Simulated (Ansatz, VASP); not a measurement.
# Cross-check of Cu (S3(112) boundary in fcc Cu, shift (0.25, 0.5)) between VASP and Ansatz, part 2 of 2

Aim: how closely do two programs agree when they are given the same cell, functional and k mesh? The structure shown is the start of the Ansatz relaxation below; VASP solves that cell, so the two are compared at the walk's first step.

VASP 6.6.1 and Ansatz 0.2.0.

So far: The structure; Ansatz: relaxation, PBE.

**3. VASP: single point, PBE, start cell**

Level of this step: PBE; plane waves and PAW (Cu) (VASP).

The same cell, functional, mesh and smearing now go to VASP, with its own data sets.

Lines of VASP's logs that name or quote its potential files are left out, and so is its time.

INCAR reads:

```
SYSTEM = Cu
PREC = Accurate
ENCUT = 520
EDIFF = 1E-06
NELM = 120
ISMEAR = -1
SIGMA = 0.1
LREAL = .FALSE.
ALGO = Normal
GGA = PE
NBANDS = 160
LASPH = .TRUE.
LORBIT = 11
LWAVE = .FALSE.
LCHARG = .FALSE.
ISIF = 2
GGA_COMPAT = .FALSE.
KPAR = 4
```

POSCAR reads:

```
Cu
1.0
    2.5561627297      0.0000000000      0.0000000000
    0.0000000000      6.2612943873      0.0000000000
    0.0000000000      0.0000000000     29.8475155000
Cu
25
Direct
    0.4999998573      0.6666666254      0.1675181306
    0.0000001057      0.3333333127      0.1922404898
    0.4999998573      0.0000000000      0.2169628155
    0.0000001057      0.6666666254      0.2416851748
    0.4999998573      0.3333333127      0.2664075005
    0.0000001057      0.0000000000      0.2911298597
    0.4999998573      0.6666666254      0.3158522189
    0.0000001057      0.3333333127      0.3405745446
    0.4999998573      0.0000000000      0.3652969039
    0.0000001057      0.6666666254      0.3900192631
    0.4999998573      0.3333333127      0.4147415888
    0.0000000000      0.0000000000      0.4394639480
    0.2500001242      0.1666666564      0.5023100834
    0.7499999815      0.4999999691      0.5270324426
    0.2500001242      0.8333332818      0.5517547683
    0.7499999815      0.1666666564      0.5764771276
    0.2500001242      0.4999999691      0.6011994868
    0.7499999815      0.8333332818      0.6259218125
    0.2500001242      0.1666666564      0.6506441717
    0.7499999815      0.4999999691      0.6753664974
    0.2500001242      0.8333332818      0.7000888566
    0.7499999815      0.1666666564      0.7248112159
    0.2500001242      0.4999999691      0.7495335416
    0.7499999815      0.8333332818      0.7742559008
    0.2500001242      0.1666666564      0.7989782600
```

KPOINTS reads:

```
Automatic mesh
0
Gamma
9 4 1
0 0 0
```

PAW data sets: Cu (PBE family, release 64).

The run is started by

```sh
> mpirun -np 4 vasp_std
```

Numbers of over 12 decimals in the logs are rounded to 6 here.

The program printed:

```text
[banner, memory and clock lines left out]
running    4 mpi-ranks, on    1 nodes
 distrk:  each k-point on    1 cores,    4 groups
 distr:  one band on    1 cores,    1 groups

 POSCAR found type information on POSCAR Cu
 POSCAR found :  1 types and      25 ions
|                                                                             |
|               ----> ADVICE to this user running VASP <----                  |
|                                                                             |
|     You have a (more or less) 'large supercell' and for larger cells it     |
|     might be more efficient to use real-space projection operators.         |
|     Therefore, try LREAL= Auto in the INCAR file.                           |
|     Mind: For very accurate calculation, you might also keep the            |
|     reciprocal projection scheme (i.e. LREAL=.FALSE.).                      |
|                                                                             |

 LDA part: xc-table for (Slater+PW92), standard interpolation
 POSCAR, INCAR and KPOINTS ok, starting setup
 FFT: planning ... GRIDC
 FFT: planning ... GRID_SOFT
 FFT: planning ... GRID
 WAVECAR not read
 entering main loop
       N       E                     dE             d eps       ncg     rms          rms(c)
DAV:   1     0.290865840938E+04    0.29087E+04   -0.11695E+05  6104   0.267E+03
DAV:   2     0.406550023572E+03   -0.25021E+04   -0.24349E+04  6080   0.585E+02
DAV:   3    -0.752265525248E+02   -0.48178E+03   -0.45015E+03  6080   0.276E+02
DAV:   4    -0.108204196005E+03   -0.32978E+02   -0.31252E+02  6592   0.980E+01
DAV:   5    -0.109134068024E+03   -0.92987E+00   -0.92347E+00  7048   0.159E+01    0.370E+01
DAV:   6    -0.975547618730E+02    0.11579E+02   -0.25570E+02  6680   0.134E+02    0.196E+01
DAV:   7    -0.884933554349E+02    0.90614E+01   -0.46447E+01  6984   0.708E+01    0.445E+00
DAV:   8    -0.886865519993E+02   -0.19320E+00   -0.70830E+00  7016   0.407E+01    0.244E+00
DAV:   9    -0.897472387937E+02   -0.10607E+01   -0.95730E+00  7680   0.574E+01    0.563E+00
DAV:  10    -0.886455832959E+02    0.11017E+01   -0.60834E+00  9920   0.431E+01    0.263E+00
DAV:  11    -0.886312538254E+02    0.14329E-01   -0.77300E-01  8176   0.171E+01    0.254E+00
DAV:  12    -0.885562294720E+02    0.75024E-01   -0.33581E-01  7456   0.120E+01    0.143E+00
DAV:  13    -0.885334189018E+02    0.22811E-01   -0.24015E-01  7048   0.648E+00    0.560E-01
DAV:  14    -0.885358444678E+02   -0.24256E-02   -0.87434E-02  6776   0.361E+00    0.278E-01
[...]
DAV:  24    -0.885340477488E+02   -0.87744E-04   -0.27293E-05  7344   0.780E-02    0.140E-02
DAV:  25    -0.885340937010E+02   -0.45952E-04   -0.17707E-05  6456   0.547E-02    0.932E-03
DAV:  26    -0.885341740495E+02   -0.80349E-04   -0.13952E-05  6552   0.540E-02    0.836E-03
DAV:  27    -0.885342296593E+02   -0.55610E-04   -0.66988E-06  6144   0.382E-02    0.478E-03
DAV:  28    -0.885342423132E+02   -0.12654E-04   -0.32992E-06  4552   0.223E-02    0.259E-03
DAV:  29    -0.885342501462E+02   -0.78329E-05   -0.95808E-07  3760   0.160E-02    0.147E-03
DAV:  30    -0.885342558920E+02   -0.57458E-05   -0.80478E-07  3904   0.646E-03    0.157E-03
DAV:  31    -0.885342563204E+02   -0.42837E-06   -0.28477E-07  3760   0.626E-03
   1 F= -.88534256E+02 E0= -.88393077E+02  d E =-.282358E+00
```

Parts of OUTCAR (step 3):

```text
ion  position               nearest neighbor table
   1  0.500  0.667  0.168-   2 2.56   4 2.56   3 2.56   2 2.56   4 2.56
   2  0.000  0.333  0.192-   5 2.56   3 2.56   5 2.56   1 2.56   4 2.56   3 2.56   1 2.56
   3  0.500  0.000  0.217-   2 2.56   5 2.56   6 2.56   4 2.56   2 2.56   1 2.56   6 2.56   4 2.56

  LATTYP: Found a simple orthorhombic cell.
 ALAT       =     2.5561627297
 B/A-ratio  =     2.4494897428
 C/A-ratio  =    11.6766883239

 Subroutine GETGRP returns: Found  1 space group operations
 (whereof  1 operations were pure point group operations)

The static configuration has the point symmetry C_1 .

 Found     19 irreducible k-points:

   k-points           NKPTS =     19   k-points in BZ     NKDIM =     19   number of bands    NBANDS=    160

   dimension x,y,z NGX =    20 NGY =   48 NGZ =  224
   dimension x,y,z NGXF=    40 NGYF=   96 NGZF=  448

   ENCUT  =  520.0 eV  38.22 Ry    6.18 a.u.   4.75 11.64 55.50*2*pi/ulx,y,z

   NELECT =     275.0000    total number of electrons

 k-points in reciprocal lattice and weights: Automatic mesh
   0.00000000  0.00000000  0.00000000       0.028
   0.11111111  0.00000000  0.00000000       0.056
   0.22222222  0.00000000  0.00000000       0.056
   0.33333333  0.00000000  0.00000000       0.056
   0.44444444  0.00000000  0.00000000       0.056
   0.00000000  0.25000000  0.00000000       0.056
   0.11111111  0.25000000  0.00000000       0.056
   0.11111111 -0.25000000  0.00000000       0.056
   0.22222222  0.25000000  0.00000000       0.056
[...]
0.33333333  0.50000000  0.00000000       0.056
   0.44444444  0.50000000  0.00000000       0.056

 average (electrostatic) potential at core
       1 -67.7662       2 -67.9684       3 -68.1045       4 -68.2904       5 -68.2942
       6 -68.3049       7 -68.2885       8 -68.2964       9 -68.2975      10 -68.0832
      11 -68.0107      12 -67.9954      13 -68.1075      14 -67.9916      15 -68.1168
      16 -68.3094      17 -68.3091      18 -68.2958      19 -68.3313      20 -68.3074
      21 -68.3050      22 -68.3081      23 -68.1150      24 -67.9840      25 -67.7976

 E-fermi :   3.0016

 k-point     1 :       0.0000    0.0000    0.0000
  band No.  band energies     occupation
    ...
    141       1.9795      1.99993
    142       2.5160      1.98455
    143       2.6821      1.92134
    144       2.9510      1.24802
    145       3.0994      0.54673
    146       3.2079      0.22557
    147       3.6385      0.00342
    148       3.9718      0.00012
    149       4.1799      0.00002
    150       4.4865      0.00000
    ...

 k-point     2 :       0.1111    0.0000    0.0000
  band No.  band energies     occupation
    ...
    139       2.2160      1.99923
    140       2.2730      1.99863
    141       2.3023      1.99816
    142       2.8422      1.66232
    143       3.0122      0.94716
    144       3.3328      0.07035
    145       3.4471      0.02298
    146       3.5691      0.00684
    147       3.9916      0.00010
    148       4.4091      0.00000
    ...

 k-point     3 :       0.2222    0.0000    0.0000
  band No.  band energies     occupation
    ...
    137       2.7114      1.89588
    138       2.7572      1.84028
    139       2.8317      1.69096
    140       2.8908      1.50374
    141       2.9430      1.28516
    142       3.5731      0.00657
    143       3.8035      0.00066
    144       4.1658      0.00002
    145       4.2369      0.00001
    146       4.4348      0.00000
    ...

  Total       -3.2140781     -1.7753695     -0.5732777      0.5794864      1.3246619      1.0136908
  in kB      -10.7796881     -5.9544073     -1.9227148      1.9435378      4.4427802      3.3998151
  external PRESSURE =      -6.2189367 kB  Pullay stress =       0.0000000 kB

  energy-cutoff  :      520.00
  volume of cell :      477.71
      direct lattice vectors                 reciprocal lattice vectors
     2.556162730  0.000000000  0.000000000     0.391211400  0.000000000  0.000000000
     0.000000000  6.261294387  0.000000000     0.000000000  0.159711385  0.000000000
     0.000000000  0.000000000 29.847515500     0.000000000  0.000000000  0.033503626

 POSITION                                       TOTAL-FORCE (eV/Angst)
 -----------------------------------------------------------------------------------
      1.27808      4.17420      5.00000        -0.000071     -0.092940      0.350002
      0.00000      2.08710      5.73790         0.000168      0.045454     -0.037316
      1.27808      0.00000      6.47580         0.000207      0.061828     -0.275625
      0.00000      4.17420      7.21370        -0.000501      0.099107     -0.202740
      1.27808      2.08710      7.95160         0.000101     -0.063381     -0.022938
      0.00000      0.00000      8.68950        -0.000477     -0.003835      0.031957
      1.27808      4.17420      9.42740         0.000353     -0.000947     -0.066032
      0.00000      2.08710     10.16530        -0.000203      0.030001      0.072864
      1.27808      0.00000     10.90321        -0.006271     -0.126192      0.104863
      0.00000      4.17420     11.64111         0.002040     -0.034511      0.186430
      1.27808      2.08710     12.37901         0.012955      0.030409      0.488162
      0.00000      0.00000     13.11691        -0.539100     -0.572682     -0.759968
      0.63904      1.04355     14.99271         0.522747      0.588043      0.575341
      1.91712      3.13065     15.73061         0.004377      0.045199     -0.179983
      0.63904      5.21775     16.46851        -0.002631     -0.023469     -0.292093
      1.91712      1.04355     17.20641         0.005027     -0.049690     -0.101436
      0.63904      3.13065     17.94431         0.000645      0.047613     -0.081028
      1.91712      5.21775     18.68221         0.000728     -0.001322      0.011687
      0.63904      1.04355     19.42011        -0.000271     -0.002902      0.035097
      1.91712      3.13065     20.15801        -0.000187     -0.015485     -0.046936
      0.63904      5.21775     20.89591         0.000360     -0.071851      0.009339
      1.91712      1.04355     21.63381         0.000014      0.105200      0.223645
      0.63904      3.13065     22.37171         0.000204      0.056204      0.277511
      1.91712      5.21775     23.10962        -0.000069      0.029458      0.069963
      0.63904      1.04355     23.84752        -0.000147     -0.079309     -0.370763
 -----------------------------------------------------------------------------------
    total drift:                               -0.000013     -0.000017     -0.000560

  FREE ENERGIE OF THE ION-ELECTRON SYSTEM (eV)
  ---------------------------------------------------
  free  energy   TOTEN  =       -88.5342563204 eV

  energy  without entropy=      -88.2518979792  energy(sigma->0) =      -88.39307715

 total charge
# of ion       s       p       d       tot
------------------------------------------
    1        0.446   0.220   9.220   9.886
    2        0.446   0.289   9.191   9.926
    3        0.446   0.326   9.178   9.950
    4        0.444   0.376   9.176   9.996
    5        0.445   0.378   9.176   9.999
    6        0.446   0.379   9.175  10.001
    7        0.445   0.378   9.178  10.000
    8        0.444   0.381   9.174   9.999
    9        0.447   0.380   9.171   9.999
   10        0.447   0.324   9.179   9.951
   11        0.431   0.305   9.186   9.923
   12        0.456   0.310   9.196   9.962
   13        0.460   0.331   9.177   9.968
   14        0.440   0.287   9.196   9.923
   15        0.442   0.324   9.181   9.947
   16        0.448   0.379   9.172  10.000
   17        0.443   0.379   9.175   9.998
   18        0.447   0.378   9.176  10.002
   19        0.445   0.384   9.172  10.001
   20        0.447   0.379   9.175  10.001
   21        0.445   0.377   9.177   9.999
   22        0.445   0.374   9.177   9.997
   23        0.445   0.327   9.178   9.949
   24        0.447   0.288   9.191   9.927
   25        0.444   0.220   9.221   9.886
--------------------------------------------------
tot         11.144   8.474 229.570 249.188

[... 3 further parts left out ...]
```

**4. Differences**

Known differences besides the potentials themselves: the data sets hold 475 valence electrons in Ansatz (on its PAW soft_1 files) and 275 in VASP; the cutoff is 420 eV in Ansatz and 520 eV in VASP. Total energies have different zeros and are not compared.

Forces on 8 of the 25 atoms, those with the largest forces and the largest differences (eV/Å; atoms numbered as in POSCAR):

```
atom          Ansatz x, y, z            VASP x, y, z
 Cu1    0.000, -0.106, 0.386    0.000, -0.093, 0.350
Cu11     0.012, 0.026, 0.472     0.013, 0.030, 0.488
Cu12  -0.539, -0.553, -0.771  -0.539, -0.573, -0.760
Cu13     0.524, 0.589, 0.579     0.523, 0.588, 0.575
Cu15  -0.003, -0.027, -0.279  -0.003, -0.023, -0.292
Cu23     0.000, 0.059, 0.264     0.000, 0.056, 0.278
Cu24     0.000, 0.037, 0.046     0.000, 0.029, 0.070
Cu25   0.000, -0.093, -0.406   0.000, -0.079, -0.371
```

The forces differ by 9.2 meV/Å r.m.s., which is 4.5 % of the r.m.s. force of 0.206 eV/Å (both taken over all components).

**5. Results**

```yaml
r_m_s_force_difference_single_point_pbe_start_cell: 4.5 % of the r.m.s. force
```

In words: The r.m.s. force difference is 4.5 % of the r.m.s. force (single point, PBE, start cell), beyond the 3 % picked in this series as the mark of a large difference. The data sets hold unlike numbers of valence electrons (475 in Ansatz and 275 in VASP), so part of the differences comes from the potentials. Such differences can come from data sets, numerical settings and the points named under the comparisons, not from the functional's error against experiment.

[Lines on the potential files, build, host, timing and source positions are cut from VASP's logs without a mark.]

[Logs are printed without paths, hosts, clocks, repeated set-up lines and the standing remarks that a program may print on its own settings, such as how far it seeks lower states.]

[Hosts, paths, dates, database ids (printed as entryN), source tags and the programs' standing remarks are cut or masked in the printed files.]
